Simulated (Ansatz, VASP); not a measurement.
# ScAl2As3: VASP beside Ansatz

File INCAR:

```
SYSTEM = ScAl2As3
  ALGO = Normal
  EDIFF = 1E-7
  EDIFFG = -0.04
  ENCUT = 600
  GGA = PE
  IBRION = 2
  ISIF = 3
  ISMEAR = 0
  LASPH = .True.
  LCHARG = .False.
  LREAL = .False.
  LWAVE = .False.
  NELM = 80
  NSW = 90
  PREC = Accurate
  SIGMA = 0.1
```

The input KPOINTS:

```
k-points
0
Gamma
  4 4 2
  0 0 0
```

The input POSCAR:

```
ScAl2As3
1.0
    3.7858455200      0.0000000000      0.0000000000
    0.0000000000      3.7858455200      0.0000000000
    0.0000000000      0.0000000000      8.3519361100
Sc Al As
1 2 3
Direct
    0.5000000000      0.5000000000      0.0000000000
    0.5000000000      0.0000000000      0.7391930200
    0.0000000000      0.5000000000      0.2608069800
    0.5000000000      0.0000000000      0.3837740100
    0.0000000000      0.5000000000      0.6162259900
    0.0000000000      0.0000000000      0.0000000000
```

Input for Ansatz:

```yaml
crystal:
  lattice:
    - [3.78584552, 0.0, 0.0]
    - [0.0, 3.78584552, 0.0]
    - [0.0, 0.0, 8.35193611]
  atoms:
    - { symbol: Sc, position: [0.5, 0.5, 0.0] }
    - { symbol: Al, position: [0.5, 0.0, 0.73919302] }
    - { symbol: Al, position: [0.0, 0.5, 0.26080698] }
    - { symbol: As, position: [0.5, 0.0, 0.38377401] }
    - { symbol: As, position: [0.0, 0.5, 0.61622599] }
    - { symbol: As, position: [0.0, 0.0, 0.0] }
basis:
  ecutwfc: 420
kpoints:
  mp_grid: { grid: [4, 4, 2] }
hamiltonian:
  xc: pbe
scf:
  occupations: { method: gaussian, width: 0.1 }
  lower_state_search: "off"
output:
  forces: true
  stress: true
  eigenvalues: true
relax:
  adjacent_minimum: "off"
  f_tol: 0.04
  max_steps: 70
  cell: { stress_tol: 0.4 }
```

Change from the starting cell: species swapped into the Zr2Sb3Pd type (P-4m2, No. 115).

Alike in both runs: task relaxation of cell and atoms; functional PBE; k mesh 4 × 4 × 2; occupations gaussian, width 0.1 eV; no spin polarisation.

```csv
,VASP,Ansatz
version,VASP 6.6.1,Ansatz 0.2.0
potentials or method,"VASP PAW PBE potentials, release 64 (Sc_sv, Al, As)","scalar-relativistic, plane waves, PAW"
plane-wave cutoff (eV),600,420
valence electrons in the cell,32,62
```

```tsv
	VASP	Ansatz	Ansatz less VASP
gap on the k mesh at the Fermi level, each at its own relaxed structure (eV)	none	none	-
relaxed volume (Å³/atom)	18.91	18.82	-0.088
relaxed cell length with the largest relative difference (Å)	3.831	3.822	-0.0089
energy change over the relaxation (meV/atom)	-216	-218	-1.2
```

A gap of «none» marks a metal or a gap that the smearing closes. The two sets of potentials don't hold the same shells in valence.

Caveats: the k mesh is coarse (spacing up to 0.41 Å⁻¹), so the values aren't converged.
